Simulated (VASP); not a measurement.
OSZICAR of a VASP run on Au (fcc):

### OSZICAR
```
       N       E                     dE             d eps       ncg     rms          rms(c)
DAV:   1    -0.503294247674E+01   -0.50329E+01   -0.59875E+03  1944   0.113E+03
DAV:   2    -0.540032213871E+02   -0.48970E+02   -0.46735E+02  1962   0.209E+02
DAV:   3    -0.543913911168E+02   -0.38817E+00   -0.38789E+00  2174   0.200E+01
DAV:   4    -0.543927412046E+02   -0.13501E-02   -0.13501E-02  2172   0.124E+00
DAV:   5    -0.543927519728E+02   -0.10768E-04   -0.10768E-04  2159   0.106E-01    0.935E+00
DAV:   6    -0.500587225227E+02    0.43340E+01   -0.53342E+00  1910   0.226E+01    0.663E+00
DAV:   7    -0.503344275074E+02   -0.27570E+00   -0.45699E-01  1878   0.501E+00    0.408E+00
DAV:   8    -0.503607855675E+02   -0.26358E-01   -0.10150E-01  1917   0.238E+00    0.476E-01
DAV:   9    -0.503819415048E+02   -0.21156E-01   -0.20994E-02  1931   0.113E+00    0.587E-02
DAV:  10    -0.503823497438E+02   -0.40824E-03   -0.18508E-03  1942   0.391E-01    0.591E-02
DAV:  11    -0.503826769692E+02   -0.32723E-03   -0.59021E-04  2031   0.216E-01    0.307E-02
DAV:  12    -0.503827519417E+02   -0.74973E-04   -0.57085E-05  1911   0.759E-02    0.139E-02
DAV:  13    -0.503827805382E+02   -0.28597E-04   -0.37102E-05  2032   0.601E-02    0.152E-03
DAV:  14    -0.503827817176E+02   -0.11794E-05   -0.59935E-06  1999   0.181E-02    0.358E-03
DAV:  15    -0.503827817957E+02   -0.78085E-07   -0.44220E-07   965   0.746E-03
   1 F= -.50382782E+02 E0= -.50382984E+02  d E =-.503828E+02
```

Which electronic solver shows in the log?

It is blocked Davidson (ALGO = Normal, or the opening steps of other solvers). The INCAR had ALGO = Normal.

Can the final energy be trusted as converged?

The calculation finished and met its thresholds. It stopped with EDIFF = 1E-6, NELM = 100, NSW = 60 and EDIFFG = -0.01 after 1 ionic step (r2SCAN+rVV10, plane waves, VASP's PBE PAW potentials (set 64)).

The compound is Au in the fcc structure. It was relaxed first. The start is the result of an earlier pass.
